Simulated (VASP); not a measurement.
An input for Ansatz (written as the equivalent of a VASP run, and not itself run):

Ansatz 0.2 input:
```yaml
crystal:
  lattice:
    - [2.0156145, -3.4911465, 0.0000000]
    - [2.0156145, 3.4911465, 0.0000000]
    - [0.0000000, 0.0000000, 9.3144799]
  atoms:
    - { symbol: Hg, position: [0.6832158, 0.0000000, 0.6666670] }
    - { symbol: Hg, position: [0.0000000, 0.6832158, 0.3333330] }
    - { symbol: Hg, position: [0.3167842, 0.3167842, 0.0000000] }
    - { symbol: S, position: [0.5222819, 0.0000000, 0.1666670] }
    - { symbol: S, position: [0.0000000, 0.5222819, 0.8333330] }
    - { symbol: S, position: [0.4777181, 0.4777181, 0.5000000] }
kpoints:
  mp_grid: { grid: [6, 6, 3] }
hamiltonian:
  xc: lda
  pseudopotentials: { kind: paw }
scf:
  occupations: { method: gaussian, width: 0.05 }
  max_iter: 100
relax:
  max_steps: 30
  f_tol: 0.001
output: { forces: true, stress: true, eigenvalues: true }
```

Q: Write the VASP files for the same calculation (LDA).

A: This is not unique; one that fits is 
File KPOINTS:
```
Regular mesh
0
Gamma
  6 6 3
```

### POSCAR
```
HgS
1
    2.0156145036    -3.4911464550     0.0000000000
    2.0156145036     3.4911464550     0.0000000000
    0.0000000000     0.0000000000     9.3144798753
Hg S
3 3
Direct
  0.6832157597   0.0000000000   0.6666670000
  0.0000000000   0.6832157597   0.3333330000
  0.3167842403   0.3167842403   0.0000000000
  0.5222819278   0.0000000000   0.1666670000
  0.0000000000   0.5222819278   0.8333330000
  0.4777180722   0.4777180722   0.5000000000
```

INCAR:
```
SYSTEM=HgS
PREC=Accurate; ENCUT=400; LREAL=.FALSE.
LASPH=.TRUE.
EDIFF=1E-8; NELM=100; ALGO=Normal
LMAXMIX=6
ISMEAR=0; SIGMA=0.05
IBRION=1; NSW=30; ISIF=2
EDIFFG=-0.001
LWAVE=.FALSE.; LCHARG=.FALSE.
```

POTCAR, in this order: Hg S (LDA.64 set). Program: vasp_std.

What does not carry over: each code has its own PAW files, so the cut-off isn't converted (ENCUT is set for VASP's; basis.ecutwfc is left out, and Ansatz then takes the one that its files recommend); Ansatz stops its SCF on the density residual and VASP on the energy change (EDIFF); Ansatz's lda is the Perdew-Wang form, while the LDA potentials of VASP carry Perdew-Zunger's.

The compound is HgS in the cinnabar structure. This run relaxes the ions in a fixed cell. Symmetry was kept, so distortions that lower it aren't found. The start is the result of an earlier pass.
